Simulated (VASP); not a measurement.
A convergence study with VASP on CuCl (zinc blende): one setting is varied, all else stays as given below, so the limit is that of these other settings.

```
CuCl
1.0
    0.00000     2.70500     2.70500
    2.70500     0.00000     2.70500
    2.70500     2.70500     0.00000
Cu Cl
1 1
Cartesian
  0.00000   0.00000   0.00000
  1.35250   1.35250   1.35250
```

Computed with PBE GGA, VASP's PBE PAW potentials (set 64) (plane waves; VASP 6.6.1). The tightest run used: 550 eV cut-off, 17×17×17 Γ-centred mesh, tetrahedra with Blöchl corrections, potentials Cu Cl.

Gaps are read on the run's mesh, which can miss a band edge.

```
setting     E (eV/atom)  pressure (GPa)  gap on the mesh (eV)  irreducible k-points
----------  -----------  --------------  --------------------  --------------------
3×3×3 mesh      -3.1342            1.14                 0.538                     4
4×4×4 mesh      -3.1643            0.64                 0.540                     8
5×5×5 mesh      -3.1696            0.54                 0.544                    10
```

Question: These are the cheaper rows. Estimate the results at 17×17×17 mesh, and how far the last row shown lies from them.

Answer: 
```json
[
 {"quantity": "E (eV/atom)", "tightest run": "-3.1712", "last row shown is off by": "0.0016"},
 {"quantity": "pressure (GPa)", "tightest run": "0.53", "last row shown is off by": "0.02"},
 {"quantity": "gap on the mesh (eV)", "tightest run": "0.547", "last row shown is off by": "-0.003"}
]
```

Left out are rungs that failed or repeat a setting and relaxations that didn't move; long series are thinned to 24 rows.

The compound is CuCl in the zinc blende structure. The cell was not relaxed at this level.
